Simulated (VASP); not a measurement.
An input for Ansatz (written as the equivalent of a VASP run, and not itself run):

Ansatz 0.2 input:
```yaml
crystal:
  lattice:
    - [1.7935800, -4.7395990, 0.0000000]
    - [1.7935800, 4.7395990, 0.0000000]
    - [0.0000000, 0.0000000, 3.5346450]
  atoms:
    - { symbol: S, position: [0.5640000, 0.4360000, 0.2500000] }
    - { symbol: S, position: [0.4360000, 0.5640000, 0.7500000] }
    - { symbol: Hf, position: [0.8547500, 0.1452500, 0.2500000] }
    - { symbol: Hf, position: [0.1452500, 0.8547500, 0.7500000] }
kpoints:
  mp_grid: { grid: [6, 6, 6] }
hamiltonian:
  xc: pbe
  pseudopotentials: { kind: paw }
scf:
  occupations: { method: gaussian, width: 0.05 }
  max_iter: 100
output: { forces: true, stress: true, eigenvalues: true }
```

Problem. Write the VASP files for the same calculation (PBE).

Solution. This is not unique; one that fits is 
INCAR:
```
SYSTEM  =  HfS
PREC  =  Accurate; ENCUT  =  225; LREAL  =  .False.
LASPH  =  .True.
EDIFF  =  1E-6; NELM  =  100; ALGO  =  Normal
LMAXMIX  =  6
ISMEAR  =  0; SIGMA  =  0.05
GGA  =  PE
ISIF  =  2
LWAVE  =  .False.; LCHARG  =  .False.
```

POSCAR:
```
HfS
1.0
  1.7935800000  -4.7395990000   0.0000000000
  1.7935800000   4.7395990000   0.0000000000
  0.0000000000   0.0000000000   3.5346450000
S Hf
2 2
Cart
  1.7935800000  -0.6066686720   0.8836612500
  1.7935800000   0.6066686720   2.6509837500
  1.7935800000  -3.3627454905   0.8836612500
  1.7935800000   3.3627454905   2.6509837500
```

**KPOINTS**
```
Automatic
0
gamma
 6 6 6
```

POTCAR, in this order: S Hf_pv (PBE.64 set). Program: vasp_std.

The two are equivalent in intent, not identical: each code has its own PAW files, so the cut-off isn't converted (ENCUT is set for VASP's; basis.ecutwfc is left out, and Ansatz then takes the one that its files recommend); Ansatz stops its SCF on the density residual and VASP on the energy change (EDIFF).

The structure was generated: HfS was put into the CrB type (Cmcm), which need not be its known phase. The cell was not relaxed at this level. The k-mesh is coarse (spacing up to 0.31 per Å, 2π included), so the numbers may not be converged in it. The run is one of a series of settings (ENCUT = 225 against the base run), some of them coarse on purpose.
